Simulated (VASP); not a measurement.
Data:

```
AlRu
1.0
    2.94807     0.00000     0.00000
    0.00000     2.94807     0.00000
    0.00000     0.00000     2.94807
Al Ru
1 1
Direct
  0.50000   0.50000   0.50000
  0.00000   0.00000   0.00000
```

The numbers are results of r2SCAN+rVV10, VASP's PBE PAW potentials (set 64) (plane waves; VASP 6.6.1), not measurements. Run with 520 eV cut-off, 12×12×12 Γ-centred mesh, first-order Methfessel-Paxton smearing of 0.10 eV, potentials Al Ru_pv.

Task: Give the stress tensor in GPa (positive for a compressed cell).

Result: 
```
7.07  0.00  0.00
0.00  7.07  0.00
0.00  0.00  7.07
```
The pressure is its mean diagonal, 7.07 GPa.

The compound is RuAl in the CsCl type structure. This cell is one point of a volume scan, at 0.97 of the reference volume. The electron count is odd and the run is not spin-polarised, which forces a metal.
